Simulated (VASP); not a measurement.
Consider the following.

```
Ca
1.0
    0.00000     2.74585     2.74585
    2.74585     0.00000     2.74585
    2.74585     2.74585     0.00000
Ca
1
Direct
  0.00000   0.00000   0.00000
```

All values below come from AM05 GGA, VASP's PBE PAW potentials (set 64) (plane waves; VASP). Run with 520 eV cut-off, 13×13×13 Γ-centred mesh, tetrahedra with Blöchl corrections, potentials Ca_sv.

Predict the energy per atom (σ→0), band gap (on the k-mesh) with the smallest direct gap where there is one.

```yaml
band gap (on the k-mesh): none (metal, semimetal or under 0.01 eV)
energy per atom (σ→0): -2.006 eV/atom
```

The compound is Ca in the fcc structure. It was relaxed first.
